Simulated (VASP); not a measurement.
Data:

```xyz
4
Lattice="2.1447 -3.7147 0.0000 2.1447 3.7147 0.0000 0.0000 0.0000 6.9663" Properties=species:S:1:pos:R:3 pbc="T T T"
Cd     2.1447    -1.2382     3.4832
Cd     2.1447     1.2382     0.0000
S      2.1447    -1.2382     6.1094
S      2.1447     1.2382     2.6263
```

Level of theory: PBE GGA, VASP's PBE PAW potentials (set 64) (plane waves; VASP). Numerical set-up: 520 eV cut-off, 6×6×4 Γ-centred mesh, Gaussian smearing of 0.050 eV, potentials Cd S.

Problem. What does the run give for the energy per atom (σ→0), pressure, band gap (on the k-mesh) with the smallest direct gap where there is one?

Solution. 
The band gap (on the k-mesh) is 0.96 eV and the smallest direct gap (on the k-mesh) is 0.96 eV. The energy per atom (σ→0) is -3.061 eV/atom and the pressure is -2.71 GPa.

Total energies compare only between runs with the same potentials, cut-off and functional.

The compound is CdS in the wurtzite structure. This cell is one point of a volume scan, at 1.06 of the reference volume.
